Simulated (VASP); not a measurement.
# KNbC (P4/mmm) in VASP: a series of runs

Runs on KNbC. Level: PBEsol. Tasks: relaxation of cell and atoms.

All numbers are computed with VASP 6.6.1; they aren't measurements. Logs are shortened: lines on timing, memory, paths and dates and some standing lists are left out, and cuts for length are marked.

## Step 1: The structure

Symmetry: P4/mmm, No. 123, tetragonal system. The conventional cell has a = 4.937 Å, b = 4.937 Å, c = 5.274 Å, α = 90.00°, β = 90.00°, γ = 90.00°. Around K (site symmetry 4/mmm) lie 2 C at 2.64 Å. Nb (site symmetry 4/mmm) is surrounded by 4 K at 3.49 Å. C (site symmetry 4/mmm) is surrounded by 2 K at 2.64 Å.

The cell was built by a generator and needn't be a form met in nature.

## Step 2: Relaxation of cell and atoms, PBEsol

Contents of INCAR:

```
SYSTEM = KNbC
ALGO = Normal ; EDIFF = 1E-7
EDIFFG = -0.02 ; ENCUT = 600
GGA = PS ; IBRION = 2
ISIF = 3 ; ISMEAR = -1
LASPH = .True. ; LCHARG = .False.
LREAL = .False. ; LWAVE = .False.
NELM = 100 ; NSW = 40
PREC = Accurate ; PSTRESS = 0
SIGMA = 0.05
```

Contents of KPOINTS:

```
k-points
0
Gamma
  6 6 5
  0 0 0
```

Contents of POSCAR:

```
KNbC
1.0
    4.9374200000      0.0000000000      0.0000000000
    0.0000000000      4.9374200000      0.0000000000
    0.0000000000      0.0000000000      5.2738700000
K Nb C
1 1 1
Direct
    0.5000000000      0.5000000000      0.0000000000
    0.0000000000      0.0000000000      0.0000000000
    0.5000000000      0.5000000000      0.5000000000
```

Potentials or basis: VASP PAW PBE potentials, release 64 (K_sv, Nb_sv, C).

The run is started by

```sh
$ cat potpaw_PBE.64/K_sv/POTCAR potpaw_PBE.64/Nb_sv/POTCAR potpaw_PBE.64/C/POTCAR > POTCAR
$ mpirun -np 1 vasp_std > vasp.out
```

OUTCAR:

```text
SYSTEM = KNbC
   EDIFF = 1E-7
   EDIFFG = -0.02
   ENCUT = 600
   GGA = PS
   IBRION = 2
   ISIF = 3
   ISMEAR = -1
   LASPH = .True.
   LREAL = .False.
   NELM = 100
   NSW = 40
   PREC = Accurate
   PSTRESS = 0

 ion  position               nearest neighbor table
   1  0.500  0.500  0.000-   3 2.64   3 2.64
   2  0.000  0.000  0.000-
   3  0.500  0.500  0.500-   1 2.64   1 2.64

  LATTYP: Found a simple tetragonal cell.
 ALAT       =     4.9374200000
 C/A-ratio  =     1.0681428762

  Lattice vectors:

 A1 = (   4.9374200000,   0.0000000000,   0.0000000000)
 A2 = (   0.0000000000,   4.9374200000,   0.0000000000)
 A3 = (   0.0000000000,   0.0000000000,   5.2738700000)

Analysis of symmetry for initial positions (statically):
=====================================================================
 Subroutine PRICEL returns:
 Original cell was already a primitive cell.

 Routine SETGRP: Setting up the symmetry group for a
 simple tetragonal supercell.

 Subroutine GETGRP returns: Found 16 space group operations
 (whereof 16 operations were pure point group operations)
 out of a pool of 16 trial point group operations.

The static configuration has the point symmetry D_4h.

Analysis of symmetry for dynamics (positions and initial velocities):
=====================================================================
 Subroutine PRICEL returns:
 Original cell was already a primitive cell.

 Routine SETGRP: Setting up the symmetry group for a
 simple tetragonal supercell.

 Subroutine GETGRP returns: Found 16 space group operations
 (whereof 16 operations were pure point group operations)
 out of a pool of 16 trial point group operations.

The dynamic configuration has the point symmetry D_4h.

 Subroutine INISYM returns: Found 16 space group operations
 (whereof 16 operations are pure point group operations),
 and found     1 'primitive' translations

----------------------------------------------------------------------------------------

                                     Primitive cell

  volume of cell :     128.5670

  direct lattice vectors                    reciprocal lattice vectors
     4.937420000  0.000000000  0.000000000     0.202534927  0.000000000  0.000000000
     0.000000000  4.937420000  0.000000000     0.000000000  0.202534927  0.000000000
     0.000000000  0.000000000  5.273870000     0.000000000  0.000000000  0.189614078

  length of vectors
     4.937420000  4.937420000  5.273870000     0.202534927  0.202534927  0.189614078

  position of ions in fractional coordinates (direct lattice)
[... 65 lines left out ...]
   total plane-waves  NPLWV =  67200
   dimension x,y,z NGX =    40 NGY =   40 NGZ =   42
   dimension x,y,z NGXF=    80 NGYF=   80 NGZF=   84
   ions per type =               1   1   1
   NGX,Y,Z   is equivalent  to a cutoff of  13.47, 13.47, 13.24 a.u.
   NGXF,Y,Z  is equivalent  to a cutoff of  26.94, 26.94, 26.48 a.u.
 SYSTEM =  KNbC
   PREC   = accura    normal or accurate (medium, high low for compatibility)
   ISTART =      0    job   : 0-new  1-cont  2-samecut
   ICHARG =      2    charge: 1-file 2-atom 10-const
   ISPIN  =      1    spin polarized calculation?
   LNONCOLLINEAR =      F non collinear calculations
   LSORBIT =      F    spin-orbit coupling
   LASPH  =      T    aspherical Exc in radial PAW
   ENCUT  =  600.0 eV  44.10 Ry    6.64 a.u.   9.86  9.86 10.53*2*pi/ulx,y,z
   NELM   =    100;   NELMIN=  2; NELMDL= -5     # of ELM steps
   EDIFF  = 0.1E-06   stopping-criterion for ELM
   LREAL  =      F    real-space projection
   EDIFFG = -.2E-01   stopping-criterion for IOM
   NSW    =     40    number of steps for IOM
   IBRION =      2    ionic relax: 0-MD 1-quasi-New 2-CG
   NFREE  =      1    steps in history (QN), initial steepest desc. (CG)
   ISIF   =      3    stress and relaxation
   ISYM   =      2    0-nonsym 1-usesym 2-fastsym
   POTIM  = 0.5000    time-step for ionic-motion
   TEBEG  =    0.0;   TEEND  =   0.0 temperature during run
   PSTRESS=    0.0 pullay stress
   NELECT =      26.0000    total number of electrons
   NUPDOWN=      -1.0000    fix difference up-down
   EMIN   =  10.00;   EMAX   =-10.00  energy-range for DOS
   EFERMI =   0.00;   METHOD = LEGACY
   ISMEAR =    -1;   SIGMA  =   0.05  broadening in eV -4-tet -1-fermi 0-gaus
   EFERMI_NEDOS =   21; number of points for ismear=-14 and -15
   IALGO  =     38    algorithm
   IMIX   =      4    mixing-type and parameters
     AMIX     =   0.40;   BMIX     =  1.00
     AMIX_MAG =   1.60;   BMIX_MAG =  1.00
  volume/ion in A,a.u.               =      42.86       289.20
  Fermi-wavevector in a.u.,A,eV,Ry     =   0.960925  1.815885 12.563301  0.923377
  Thomas-Fermi vector in A             =   2.090252
   LORBIT       =      0    0 simple, 1 ext, 2 COOP (PROOUT), +10 PAW based schemes
   GGA     = PS    functional components
   LHFCALC =     F    Hartree Fock is set to
   AEXX    =    0.0000 exact exchange contribution
   IVDW    =     0    specifies the selected vdW correction
   LEPSILON=     F    determine dielectric tensor
   LRPA    =     F    only Hartree local field effects (RPA)
 conjugate gradient relaxation of ions
 non-spin polarized calculation
  energy-cutoff  :      600.00
  volume of cell :      128.57
 maximum number of plane-waves:      4337
 NGX is ok and might be reduce to    40
   NGX = 19   NGY = 19   NGZ = 21

--------------------------------------- Ionic step        1  -------------------------------------------

 number of electron      26.0000001 magnetization

 Free energy of the ion-electron system (eV)
  ---------------------------------------------------
  ext. energy  EPLUGINS =         0.00000000
  ---------------------------------------------------
  free energy    TOTEN  =        -7.01507825 eV

  energy without entropy =       -6.88049589  energy(sigma->0) =       -6.94778707

 E-fermi :  -0.1796     XC(G=0):  -7.1600

 val. band max:       -0.1817470292   @ k =   0.5000   0.0000   0.2000
 cond. band min:      -0.1722542608   @ k =   0.3333   0.1667   0.0000
 fundamental gap:      0.0094927683
 Fermi energy:        -0.1795850979
[... 1064 lines left out ...]
      6     -11.4105      2.00000
[... 9 lines left out ...]
     16       3.9793      0.00000
     17       3.9857      0.00000

 [... further k-points ...]

[... ionic steps 4 to 7 ...]

--------------------------------------- Ionic step        8  -------------------------------------------

 number of electron      26.0000000 magnetization

------------------------ aborting loop because EDIFF is reached ----------------------------------------
[... 69 lines left out ...]
--------------------------------------- Ionic step       10  -------------------------------------------

 number of electron      26.0000000 magnetization

 Free energy of the ion-electron system (eV)
  ---------------------------------------------------
  ext. energy  EPLUGINS =         0.00000000
  ---------------------------------------------------
  free energy    TOTEN  =        -8.36568331 eV

  energy without entropy =       -8.32054818  energy(sigma->0) =       -8.34311574

 E-fermi :   3.4242     XC(G=0):  -9.7373

 val. band max:        3.4131630783   @ k =   0.0000   0.0000   0.2000
 cond. band min:       3.4350364420   @ k =   0.3333   0.1667   0.2000
 fundamental gap:      0.0218733637
 Fermi energy:         3.4241614194
[... 510 lines left out ...]
  FREE ENERGIE OF THE ION-ELECTRON SYSTEM (eV)
  ---------------------------------------------------
  free  energy   TOTEN  =        -8.3656833062 eV

  energy  without entropy=       -8.3205481765  energy(sigma->0) =       -8.34311574

 reached required accuracy - stopping structural energy minimisation
```

Run time: 6.1 min. Hardware: 1 thread of Intel Xeon 6975P-C (Granite Rapids), shared host; peak memory 0.34 GiB.

What came out:

| Quantity | Value |
| --- | --- |
| Free energy | -8.3657 eV |
| Relaxed volume | 22.05 Å³/atom |
| Relaxed cell | a = 3.816 Å, b = 3.816 Å, c = 4.543 Å, α = 90.00°, β = 90.00°, γ = 90.00° |
| Space group after relaxing (to 0.05 Å) | P4/mmm (No. 123) |
| Energy gained by relaxing | 450.2 meV/atom |
| Ionic steps | 10 |
| Pressure after relaxing | 0.0 GPa |
| Band gap on the k mesh | none (metal or under the smearing width) |

The path:
```tsv
step	energy change (eV)	largest force (eV/Å)	pressure (GPa)	volume (Å³)
1	0.0000	0.0000	-3.84	128.57
2	-0.4506	0.0000	-4.03	110.38
3	-1.2298	0.0000	0.82	66.24
4	-1.2319	0.0000	-0.40	70.00
5	-1.2344	0.0000	0.03	68.50
6	-1.3444	0.0000	0.72	64.31
7	-1.3446	0.0000	0.80	64.12
8	-1.3502	0.0000	0.09	65.91
9	-1.3503	0.0000	-0.04	66.26
10	-1.3506	0.0000	-0.01	66.16
```

Final structure:
```cif
data_structure
_symmetry_space_group_name_H-M 'P 1'
_symmetry_Int_Tables_number 1
_cell_length_a 3.8163
_cell_length_b 3.8163
_cell_length_c 4.5427
_cell_angle_alpha 90.000
_cell_angle_beta 90.000
_cell_angle_gamma 90.000
_cell_volume 66.16
loop_
_atom_site_label
_atom_site_type_symbol
_atom_site_fract_x
_atom_site_fract_y
_atom_site_fract_z
_atom_site_occupancy
K1 K 0.50000 0.50000 0.00000 1
Nb1 Nb 0.00000 0.00000 0.00000 1
C1 C 0.50000 0.50000 0.50000 1
```

Caveat: the volume moved by over 15 % at a fixed basis, so the end points are rough; the PAW data sets were made with another functional, which shifts forces and pressure a little.

## Step 3: Relaxation of cell and atoms, PBEsol, target pressure 2 GPa, at which the enthalpy is minimised

Edit INCAR of step 2 so:

```diff
@@ -8,3 +8,3 @@
 NELM = 100 ; NSW = 40
-PREC = Accurate ; PSTRESS = 0
+PREC = Accurate ; PSTRESS = 20
 SIGMA = 0.05
```

KPOINTS is that of step 2.

POSCAR is that of step 2.

Potentials or basis: VASP PAW PBE potentials, release 64 (K_sv, Nb_sv, C).

The run is started by

```sh
$ cat potpaw_PBE.64/K_sv/POTCAR potpaw_PBE.64/Nb_sv/POTCAR potpaw_PBE.64/C/POTCAR > POTCAR
$ mpirun -np 1 vasp_std > vasp.out
```

Run time: 7.7 min. Hardware: 1 thread of Intel Xeon 6975P-C (Granite Rapids), shared host; peak memory 0.36 GiB.

It converged, with:

- Free energy: -8.3398 eV
- Relaxed volume: 20.57 Å³/atom
- Relaxed cell: a = 3.730 Å, b = 3.730 Å, c = 4.434 Å, α = 90.00°, β = 90.00°, γ = 90.00°
- Space group after relaxing (to 0.05 Å): P4/mmm (No. 123)
- Energy change on relaxing (the enthalpy is what falls): -441.6 meV/atom
- Ionic steps: 12
- Pressure after relaxing: 2.0 GPa
- Band gap on the k mesh: none (metal or under the smearing width)

Step by step:
```
step  energy change (eV)  largest force (eV/Å)  pressure (GPa)  volume (Å³)
   1              0.0000                0.0000           -3.84       128.57
   2             -0.6691                0.0000           -3.94       101.63
   3              0.1443                0.0000           26.38        43.80
   4             -1.1726                0.0000           -1.91        76.89
   5             -1.1493                0.0000            3.66        60.69
   6             -1.2075                0.0000            1.68        64.36
   7             -1.3092                0.0000            2.58        60.64
   8             -1.3087                0.0000            2.62        60.60
   9             -1.3236                0.0000            2.04        61.62
  10             -1.3254                0.0000            1.95        61.76
  11             -1.3250                0.0000            1.97        61.73
  12             -1.3248                0.0000            1.99        61.70
```

Final structure:
```cif
data_structure
_symmetry_space_group_name_H-M 'P 1'
_symmetry_Int_Tables_number 1
_cell_length_a 3.7302
_cell_length_b 3.7302
_cell_length_c 4.4341
_cell_angle_alpha 90.000
_cell_angle_beta 90.000
_cell_angle_gamma 90.000
_cell_volume 61.70
loop_
_atom_site_label
_atom_site_type_symbol
_atom_site_fract_x
_atom_site_fract_y
_atom_site_fract_z
_atom_site_occupancy
K1 K 0.50000 0.50000 0.00000 1
Nb1 Nb 0.00000 0.00000 0.00000 1
C1 C 0.50000 0.50000 0.50000 1
```

Levels at points of the mesh, in eV from the Fermi level:
```
           k point  band 11  band 12  band 13  band 14  band 15  band 16
(0.00, 0.00, 0.00)    -1.55    -0.82    -0.07     0.36     0.36     0.53
(0.50, 0.00, 0.00)    -0.19    -0.13     0.60     0.74     1.50     1.74
(0.50, 0.50, 0.00)    -1.00    -0.81    -0.81    -0.20    -0.17     1.02
```

Caveat: the cell is relaxed towards a set pressure, so the enthalpy falls and the energy may rise; the volume moved by over 15 % at a fixed basis, so the end points are rough; the PAW data sets were made with another functional, which shifts forces and pressure a little.

## Step 4: Relaxation of cell and atoms, PBEsol, target pressure 5 GPa, at which the enthalpy is minimised

Edit INCAR of step 3 so:

```diff
@@ -8,3 +8,3 @@
 NELM = 100 ; NSW = 40
-PREC = Accurate ; PSTRESS = 20
+PREC = Accurate ; PSTRESS = 50
 SIGMA = 0.05
```

KPOINTS is that of step 3.

POSCAR is that of step 3.

The run is started by

```sh
$ cat potpaw_PBE.64/K_sv/POTCAR potpaw_PBE.64/Nb_sv/POTCAR potpaw_PBE.64/C/POTCAR > POTCAR
$ mpirun -np 1 vasp_std > vasp.out
```

Wall time 7.6 min (1 thread of Intel Xeon 6975P-C (Granite Rapids), shared host); peak memory 0.34 GiB.

The run converged. Its results:

```
Free energy                                            : -8.2440 eV
Relaxed volume                                         : 19.06 Å³/atom
Relaxed cell                                           : a = 3.642 Å, b = 3.642 Å, c = 4.312 Å, α = 90.00°, β = 90.00°, γ = 90.00°
Space group after relaxing (to 0.05 Å)                 : P4/mmm (No. 123)
Energy change on relaxing (the enthalpy is what falls) : -409.6 meV/atom
Ionic steps                                            : 12
Pressure after relaxing                                : 5.0 GPa
Band gap on the k mesh                                 : none (metal or under the smearing width)
```

The path:
```tsv
step	energy change (eV)	largest force (eV/Å)	pressure (GPa)	volume (Å³)
1	0.0000	0.0000	-3.84	128.57
2	-0.9539	0.0000	-3.40	89.39
3	-1.2228	0.0000	0.19	68.30
4	1.9343	0.0000	58.89	36.61
5	-1.1828	0.0000	2.45	62.92
6	-1.0749	0.0000	5.36	58.31
7	-1.1186	0.0000	7.64	54.51
8	-1.1622	0.0000	6.63	55.37
9	-1.1642	0.0000	6.54	55.43
10	-1.2301	0.0000	4.93	57.25
11	-1.2304	0.0000	4.93	57.26
12	-1.2289	0.0000	5.02	57.19
```

Final structure:
```xyz
3
Lattice="3.6419 0.0000 0.0000 0.0000 3.6419 0.0000 0.0000 0.0000 4.3117" Properties=species:S:1:pos:R:3 pbc="T T T"
K     1.8210    1.8210    0.0000
Nb    0.0000    0.0000    0.0000
C     1.8210    1.8210    2.1558
```

Levels at points of the mesh, in eV from the Fermi level:
| k point | band 10 | band 11 | band 12 | band 13 | band 14 | band 15 | band 16 | band 17 |
| --- | --- | --- | --- | --- | --- | --- | --- | --- |
| (0.00, 0.00, 0.00) | -2.98 | -1.48 | -0.99 | -0.07 | 0.33 | 0.33 | 0.52 | 0.52 |
| (0.50, 0.00, 0.00) | -2.73 | -0.16 | -0.13 | 0.65 | 0.78 | 1.65 | 1.94 | 1.96 |
| (0.50, 0.50, 0.00) | -1.14 | -1.14 | -0.99 | -0.99 | -0.31 | -0.14 | 1.08 | 1.61 |

Caveat: the cell is relaxed towards a set pressure, so the enthalpy falls and the energy may rise; the volume moved by over 15 % at a fixed basis, so the end points are rough; the PAW data sets were made with another functional, which shifts forces and pressure a little.

## Step 5: Summary

| cell | target pressure | gap on the mesh (eV) | pressure (GPa) |
| --- | --- | --- | --- |
| relaxed | - | none | 0.0 |
| relaxed to 2 GPa | 2 GPa | none | 2.0 |
| relaxed to 5 GPa | 5 GPa | none | 5.0 |

Alike in all rows: task relaxation of cell and atoms; level PBEsol; potentials or basis VASP PAW PBE potentials, release 64 (K_sv, Nb_sv, C); no spin polarisation; k mesh 6 × 6 × 5; cutoff (eV) 600; smearing fermi-dirac 0.05 eV.

Caveats: the volume moved by over 15 % at a fixed basis, so the end points are rough; the PAW data sets were made with another functional, which shifts forces and pressure a little; the cell is relaxed towards a set pressure, so the enthalpy falls and the energy may rise (some runs).

Absolute energies hang on the potentials; compare differences alone.
